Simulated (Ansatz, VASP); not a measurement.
# Cross-check of InSe between VASP and Ansatz, part 2 of 2

One calculation is typed for both programs; each brings its own data sets. How far apart do they land? The cell is taken from a series of runs on this material, whose earlier steps may have relaxed, scaled, displaced or heated it; both programs get it as it stands.

VASP 6.6.1 and Ansatz 0.2.0.

So far: Set-up; VASP: relaxation of cell and atoms, LDA.

**3. Ansatz: relaxation of cell and atoms, LDA**

Level of this step: Ansatz beside VASP: Kohn-Sham DFT, plane waves, LDA (Ansatz).

Ansatz runs on its default PAW (the set named soft_2) files.

The same cell, functional (in two slightly different forms), mesh and smearing now go to Ansatz, which takes its cutoff from its data sets.

Contents of input.yaml:

```yaml
crystal:
  lattice:
    - [3.9748709455, 0.0, 0.0]
    - [-1.9874354728, 3.4423392156, 0.0]
    - [0.0, 0.0, 16.2636494814]
  atoms:
    - { symbol: In, position: [0.0, 0.0, 0.5842950809] }
    - { symbol: In, position: [0.0, 0.0, 0.4157049191] }
    - { symbol: In, position: [0.3333333333, 0.6666666667, 0.9156997426] }
    - { symbol: In, position: [0.3333333333, 0.6666666667, 0.0843002574] }
    - { symbol: Se, position: [0.6666666667, 0.3333333333, 0.8378264049] }
    - { symbol: Se, position: [0.6666666667, 0.3333333333, 0.1621735951] }
    - { symbol: Se, position: [0.3333333333, 0.6666666667, 0.6621026916] }
    - { symbol: Se, position: [0.3333333333, 0.6666666667, 0.3378973084] }
kpoints:
  mp_grid: { grid: [6, 6, 2] }
hamiltonian:
  xc: lda
scf:
  occupations: { method: fermi_dirac, width: 0.02 }
relax:
  f_tol: 0.01
  max_steps: 60
  cell: {}
```

Started as:

```bash
> ansatz run input.yaml --threads 3 --pin off --max-ram 92160MiB --backend cuda --events-out ev --progress --plain --runs-dir out --devices 1 --max-vram 13GiB
```

Numbers of over 12 decimals in the logs are rounded to 6 here.

What it wrote:

```text
GPUs: using 1 of 1 available (devices: 1).
Engine: ansatz 0.2.0, x86_64-unknown-linux-gnu
Pseudopotentials: kind: paw
Pseudopotential: In, paw, valence charge 13, recommended cutoff 420 eV (normal), In.paw.azcp
Pseudopotential: Se, paw, valence charge 16, recommended cutoff 420 eV (normal), Se.paw.azcp
Functional definition: SPW92
  exchange = slater_x
  correlation = pw_c
device memory: the entry about to start is reckoned to put 4.4 GiB on a device that reports 29.7 GiB free (of which the cap on the GPU budget leaves the run 13.0 GiB)
GPU FFT provider: cuFFT
GPU libraries: cuBLAS 13.8.2, cuFFT 12.4.0, cuSOLVER 12.3.4
Crystal: 8 atoms, lattice volume = 222.533 Å³
Basis set: ecut = 420 eV, 4387 PW (Γ)
Bands: 70, of which v1, the nominal top of the filled ones, is band 58 counted from 1 (57 counted from 0)
Symmetry: 12 space group operations
Space group: P-6m2 (ITA 187), of the structure as read, at distance tolerance 6.1e-5 Å
k-points: 14 of 72 (time reversal used)
Non-local potential: In, projectors of the file, l = 0: 2, l = 1: 2, l = 2: 2, l = 3: 2
Non-local potential: Se, projectors of the file, l = 0: 2, l = 1: 2, l = 2: 3, l = 3: 1
PAW form: soft (Blöchl's): semilocal exchange-correlation on the pseudo side does not see the compensation charge
PAW frozen core: In, regenerated for the run's functional, and the local potential with it (the file was generated under x = pbe(κ = 0.804, μ = 0.219515), c = pbe(β = 0.066725))
PAW frozen core: Se, regenerated for the run's functional, and the local potential with it (the file was generated under x = pbe(κ = 0.804, μ = 0.219515), c = pbe(β = 0.066725))
PAW one-centre angular grid: In, 590 points (default); XC on 64 Gauss nodes
PAW one-centre angular grid: Se, 590 points (default); XC on 64 Gauss nodes
Initial density: superposition of atomic densities (neutral atoms: chi_scale 0, normalization atom), corrected by the library's trained network
Initial wavefunctions: pseudopotential atomic-orbital guess
GPU buffer pool allocated for 87480 grid points (all kernels)
GPU transforms: local potential and band sums: pruned to the plane-wave sphere, on 25×27×120
Functional: x = slater, c = lda
SCF iter   1: F=—  HF=-43365.519388 eV  |F-HF|=—  |Δ(HF+E_count)|=         —  Δρ=6.89e-3  dr2=1.13e-1  ethr=1.77e-3  ⟨swp⟩=6.3  Hψ=3923  notcnv=0  defer=1
preconditioner: auto → Resta (q_TF=auto, 2.448 Å⁻¹)  ε∞=3.4  [insulator: Δε(μ)=0.149 eV  Ē_g=13.927 eV  σ=0.020 eV  W_gap=0.95  n_scr=66 (ndim 8)  ℏωp=21.7 eV  f_vac=0.064  D(μ)=0.06/eV (n_scr^D=0)  ε∞_Penn≈3.4]
SCF iter   2: F=—  HF=-43365.491322 eV  |F-HF|=—  |Δ(HF+E_count)|=   2.81e-2  Δρ=2.87e-3  dr2=9.99e-3  ethr=9.71e-5  ⟨swp⟩=3.6  Hψ=1753  notcnv=0  defer=100
SCF iter   3: F=—  HF=-43365.489436 eV  |F-HF|=—  |Δ(HF+E_count)|=   1.89e-3  Δρ=9.27e-4  dr2=1.46e-3  ethr=8.61e-6  ⟨swp⟩=2.0  Hψ=1469  notcnv=0  defer=100
SCF iter   4: F=—  HF=-43365.489423 eV  |F-HF|=—  |Δ(HF+E_count)|=   1.33e-5  Δρ=2.40e-4  dr2=1.19e-4  ethr=1.26e-6  ⟨swp⟩=2.0  Hψ=1064  notcnv=0  defer=100
SCF iter   5: F=—  HF=-43365.488967 eV  |F-HF|=—  |Δ(HF+E_count)|=   4.56e-4  Δρ=4.58e-5  dr2=5.02e-6  ethr=1.03e-7  ⟨swp⟩=2.9  Hψ=1599  notcnv=0  defer=100
SCF iter   6: F=—  HF=-43365.489260 eV  |F-HF|=—  |Δ(HF+E_count)|=   2.93e-4  Δρ=1.25e-5  dr2=9.94e-7  ethr=4.33e-9  ⟨swp⟩=2.0  Hψ=1636  notcnv=0  defer=100
SCF iter   7: F=—  HF=-43365.489260 eV  |F-HF|=—  |Δ(HF+E_count)|=   1.92e-7  Δρ=4.66e-6  dr2=1.07e-7  ethr=8.57e-10  ⟨swp⟩=2.0  Hψ=1636  notcnv=0  defer=100
SCF iter   8: F=-43365.489260 eV  HF=-43365.489260 eV  |F-HF|=1.01e-8  |Δ(HF+E_count)|=   1.72e-8  Δρ=1.75e-6  dr2=1.47e-8  ethr=8.62e-11  ⟨swp⟩=4.0  Hψ=3343  notcnv=0
SCF 1 converged in 8 iterations: F = -43365.489260 eV  dr2 = 1.47e-8
  greatest PAW one-centre occupation: 1.000 electrons in one spin orbital (limit 2), on the Se atom at site 6 (counted from 0), in its partial waves of l = 2
relax step   1: F+E_penalty+E_count = -43365.48926009 eV  Δ(F+E_penalty+E_count) = +0.000e0 eV  max|allowed force component| = 6.484e-4 eV/Å  Δτ_max = 0.0000 Å  P = -0.007 GPa  Ω = 222.533 Å³  (8 SCF iters, dr2 threshold 1.00e-7 eV, accepted)
device memory: the entry about to start is reckoned to put 4.4 GiB on a device that reports 31.3 GiB free (of which the cap on the GPU budget leaves the run 13.0 GiB)
GPU FFT provider: cuFFT
GPU libraries: cuBLAS 13.8.2, cuFFT 12.4.0, cuSOLVER 12.3.4
Initial density: handed on by an earlier stage of this run
Initial wavefunctions: pseudopotential atomic-orbital guess (no wavefunctions were taken with the density)
GPU buffer pool allocated for 87480 grid points (all kernels)
GPU transforms: local potential and band sums: pruned to the plane-wave sphere, on 25×27×120
iter 1 solved again at ethr=8.76e-9 eV; its pass at ethr=3.10e-3 eV (dr2=1.02e-5 eV) is discarded
SCF iter   1: F=—  HF=-43365.489260 eV  |F-HF|=—  |Δ(HF+E_count)|=         —  Δρ=1.76e-6  dr2=1.46e-8  ethr=8.76e-9  ⟨swp⟩=3.2  Hψ=6349  notcnv=0
preconditioner: auto → Resta (q_TF=auto, 2.448 Å⁻¹)  ε∞=3.4  [insulator: Δε(μ)=0.171 eV  Ē_g=13.975 eV  σ=0.020 eV  W_gap=0.97  n_scr=66 (ndim 8)  ℏωp=21.7 eV  f_vac=0.058  D(μ)=0.04/eV (n_scr^D=0)  ε∞_Penn≈3.4]
SCF iter   2: F=—  HF=-43365.489260 eV  |F-HF|=—  |Δ(HF+E_count)|=   1.56e-9  Δρ=8.98e-7  dr2=2.96e-9  ethr=1.26e-11  ⟨swp⟩=2.1  Hψ=1794  notcnv=0
SCF iter   3: F=—  HF=-43365.489260 eV  |F-HF|=—  |Δ(HF+E_count)|=  9.31e-10  Δρ=5.20e-7  dr2=1.08e-9  ethr=2.55e-12  ⟨swp⟩=1.7  Hψ=1020  notcnv=0
SCF iter   4: F=—  HF=-43365.489260 eV  |F-HF|=—  |Δ(HF+E_count)|=  7.35e-10  Δρ=1.45e-7  dr2=1.36e-10  ethr=1.00e-12  ⟨swp⟩=2.0  Hψ=1134  notcnv=0
SCF iter   5: F=-43365.489260 eV  HF=-43365.489260 eV  |F-HF|=0.00e0  |Δ(HF+E_count)|=  1.46e-11  Δρ=3.27e-8  dr2=2.58e-12  ethr=1.00e-12  ⟨swp⟩=4.1  Hψ=3445  notcnv=0
SCF 2 converged in 5 iterations: F = -43365.489260 eV  dr2 = 2.58e-12
relax step   2: F+E_penalty+E_count = -43365.48926010 eV  Δ(F+E_penalty+E_count) = -7.007e-9 eV  max|allowed force component| = 6.175e-4 eV/Å  Δτ_max = 0.0000 Å  P = -0.007 GPa  Ω = 222.533 Å³  stress off target by 1.34e-2 GPa  SCF on the basis re-selected at this cell (its energy is not comparable with the rows above)  (5 SCF iters)
basis re-selected at this cell: Δ(F+E_penalty+E_count) = -7.007e-9 eV, ΔP = -0.000 GPa vs the last step (what re-selecting the basis moved, of the pressure what is left beyond the Pulay correction that the steps carried, after the strain that the cell walked since its last selection, with what the two solves' SCF thresholds leave and, on support functions, any second-order correction that the steps lacked; it is no m [...]
SCF converged after 5 iterations
Free energy (F): -43365.489260 eV
Harris-Foulkes:  -43365.489260 eV  (|F-HF|=0.00e0)
Internal energy: -43365.489180 eV  (E = F + TS)
E sigma→0 (E₀):  -43365.489220 eV
Entropy (-TS):   -0.000080 eV (-0.010 meV/atom)
Fermi energy:    7.801213 eV
--- Per-component energies (eV) ---
  E_band       = -1801.260757
  E_kinetic    = 1453.701231
  E_local      = -15472.623046  (includes V_loc(G=0)·N_el)
  E_nonlocal   = -875.678161
  E_hartree    = 7126.325955
  E_xc         = -1268.831699
  E_vxc        = -798.801763  (∫ρ·V_xc dr)
  E_paw        = -23370.256203  (= ΣΔE_a)
  E_vpaw       = -360.508535  (= ΣTr[D̂ρ^β])
  E_aug_tail   = -0.002296  (compensation charges beyond the density's cutoff)
  E_ewald      = -10968.132557
  E_core_change = 10.007595  (= ΣΔE_core)
  E_smearing   = -0.000080  (= −TS)
  E_closure    = -0.000000  (closes the sum)
  Σ components = -43365.489260   (vs F -43365.489260, Δ=0.00e0)
--- Forces (eV/Å), atoms counted from 1 ---
  atom   1  In     0.00000000    -0.00000000     0.00017725
  atom   2  In     0.00000000    -0.00000000    -0.00017725
  atom   3  In     0.00000000     0.00000000    -0.00010811
  atom   4  In     0.00000000     0.00000000     0.00010811
  atom   5  Se    -0.00000000    -0.00000000    -0.00061751
  atom   6  Se    -0.00000000    -0.00000000     0.00061751
  atom   7  Se    -0.00000000     0.00000000     0.00055066
  atom   8  Se    -0.00000000     0.00000000    -0.00055066
  max |Σ_I F_I| component: 6.01e-17 eV/Å
--- Stress (GPa, compression-positive) ---
       -0.003134       0.000000       0.000000
       -0.000000      -0.003134      -0.000000
        0.000000      -0.000000      -0.013392
  P = ⅓ Tr σ = -0.0066 GPa (-0.066 kbar)
--- Band table (eV; the first three rows and the last of 14) ---
  k-point 0: bands = [... 54 lower, 6.4115, 6.5011, 6.5011, 7.7155, 7.8869, 9.4134, 9.6113, 9.6843, ... 8 higher]
  k-point 1: bands = [... 54 lower, 6.4668, 6.4668, 6.6102, 6.6579, 8.8027, 8.9060, 9.6688, 9.6972, ... 8 higher]
  k-point 2: bands = [... 54 lower, 6.1196, 6.2528, 6.4410, 7.4405, 9.2184, 9.7717, 10.2098, 10.3595, ... 8 higher]
  k-point 13: bands = [... 54 lower, 5.0572, 5.4396, 5.6484, 6.0677, 9.0640, 9.4090, 9.9001, 10.2316, ... 8 higher]
--- Relaxed structure (1 steps of the walk, 1 accepted, 1 SCFs on fresh bases) ---
  F+E_penalty+E_count = -43365.48926010 eV   max|allowed force component| = 6.175e-4 eV/Å   (the final SCF, on the basis selected at the relaxed cell)
  cell:  # Å, volume = 222.5331 Å³
    - [3.974871, 2.8867469420997217e-11, 0.0]
    - [-1.987435, 3.442339, 0.0]
    - [0.0, 0.0, 16.2636494814]
  atoms:
    - { symbol: In, position: [-1.850371707600888e-17, -3.238150488543893e-17, 0.5842950809] }
    - { symbol: In, position: [-1.850371707600888e-17, -3.238150488543893e-17, 0.4157049191] }
    - { symbol: In, position: [0.333333, 0.666667, 0.9156997426] }
    - { symbol: In, position: [0.333333, 0.666667, 0.0843002574] }
    - { symbol: Se, position: [0.666667, 0.333333, 0.837826] }
    - { symbol: Se, position: [0.666667, 0.333333, 0.1621735951] }
    - { symbol: Se, position: [0.333333, 0.666667, 0.6621026916] }
    - { symbol: Se, position: [0.333333, 0.666667, 0.3378973084] }
```

**4. Side by side**

Known differences besides the potentials themselves: the two LDA forms differ slightly; the data sets hold 116 valence electrons in Ansatz (on its default PAW (the set named soft_2) files) and 76 in VASP; the cutoff is 420 eV in Ansatz and 500 eV in VASP; VASP's log shows a relativistic correction to its local exchange, Ansatz's none; Ansatz adds a Pulay correction to the stress that steers its cell, VASP none. Total energies have different zeros and are not compared.

Compared:

```
                                         quantity  Ansatz    VASP  difference
                                      volume (Å³)  222.53  222.96     -0.19 %
edge a after relaxation, in the typed setting (Å)   3.975   3.977     -0.05 %
edge c after relaxation, in the typed setting (Å)  16.264  16.279     -0.09 %
```

**5. Summary of results**

| Quantity | Value |
| --- | --- |
| difference in volume (relaxation of cell and atoms, LDA) | -0.19 % |

The difference in volume is -0.19 % (relaxation of cell and atoms, LDA), within the 1.2 % picked in this series as the mark of a large difference, as far as the stopping tolerances let one tell. The data sets hold unlike numbers of valence electrons (116 in Ansatz and 76 in VASP), so part of the differences comes from the potentials. Such differences can come from data sets, numerical settings and the points named under the comparisons, not from the functional's error against experiment.

[Lines on the potential files, build, host, timing and source positions are cut from VASP's logs without a mark.]

[Logs are printed without paths, hosts, clocks, repeated set-up lines and the standing remarks that a program may print on its own settings, such as how far it seeks lower states.]

[Hosts, paths, dates, database ids (printed as entryN), source tags and the programs' standing remarks are cut or masked in the printed files.]
